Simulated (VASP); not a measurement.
Consider the following.

```
MgS
1.0
    0.00000     2.60000     2.60000
    2.60000     0.00000     2.60000
    2.60000     2.60000     0.00000
Mg S
1 1
Direct
  0.00000   0.00000   0.00000
  0.50000   0.50000   0.50000
```

These are G0W0 on PBE orbitals, VASP's PBE PAW potentials (set 64) (plane waves; VASP) values and carry that method's errors. Numerical set-up: PREC = Normal, 500 eV cut-off, 4×4×4 Γ-centred mesh, Gaussian smearing of 0.010 eV, potentials Mg_sv_GW S_GW.

The mesh is coarse and the basis finite, so the quasiparticle values are not converged.

NBANDS = 160, ENCUTGW = 200 eV, NOMEGA = 64. The PBE levels (eV) that the step starts from are:

```csv
state,KS energy,filling
"k1 (0.00, 0.00, 0.00), band 5",-8.58,2
"k1 (0.00, 0.00, 0.00), band 6",4.10,2
"k1 (0.00, 0.00, 0.00), band 7",4.10,2
"k1 (0.00, 0.00, 0.00), band 8",4.10,2
"k1 (0.00, 0.00, 0.00), band 9",7.82,0
"k1 (0.00, 0.00, 0.00), band 10",12.00,0
"k1 (0.00, 0.00, 0.00), band 11",12.00,0
"k1 (0.00, 0.00, 0.00), band 12",12.00,0
"k2 (0.25, 0.00, 0.00), band 5",-8.02,2
"k2 (0.25, 0.00, 0.00), band 6",1.28,2
"k2 (0.25, 0.00, 0.00), band 7",3.77,2
"k2 (0.25, 0.00, 0.00), band 8",3.77,2
"k2 (0.25, 0.00, 0.00), band 9",9.05,0
"k2 (0.25, 0.00, 0.00), band 10",11.88,0
"k2 (0.25, 0.00, 0.00), band 11",11.88,0
"k2 (0.25, 0.00, 0.00), band 12",12.39,0
```

Problem. Give the quasiparticle energies and renormalisation factors Z.

Solution. 
```
state                           QP energy (eV)     Z
------------------------------  --------------  ----
k1 (0.00, 0.00, 0.00), band 5            -9.73  0.72
k1 (0.00, 0.00, 0.00), band 6             3.06  0.77
k1 (0.00, 0.00, 0.00), band 7             3.06  0.77
k1 (0.00, 0.00, 0.00), band 8             3.06  0.77
k1 (0.00, 0.00, 0.00), band 9             8.30  0.80
k1 (0.00, 0.00, 0.00), band 10           12.55  0.79
k1 (0.00, 0.00, 0.00), band 11           12.55  0.79
k1 (0.00, 0.00, 0.00), band 12           12.55  0.79
k2 (0.25, 0.00, 0.00), band 5            -9.11  0.72
k2 (0.25, 0.00, 0.00), band 6             0.12  0.76
k2 (0.25, 0.00, 0.00), band 7             2.71  0.77
k2 (0.25, 0.00, 0.00), band 8             2.71  0.77
k2 (0.25, 0.00, 0.00), band 9             9.51  0.80
k2 (0.25, 0.00, 0.00), band 10           12.51  0.79
k2 (0.25, 0.00, 0.00), band 11           12.51  0.79
k2 (0.25, 0.00, 0.00), band 12           12.98  0.78
```
On the mesh the gap opens from 2.76 to 4.29 eV.

The compound is MgS in the rock salt structure. The cell was not relaxed at this level. The k-mesh is coarse (spacing up to 0.52 per Å, 2π included), so the numbers may not be converged in it.
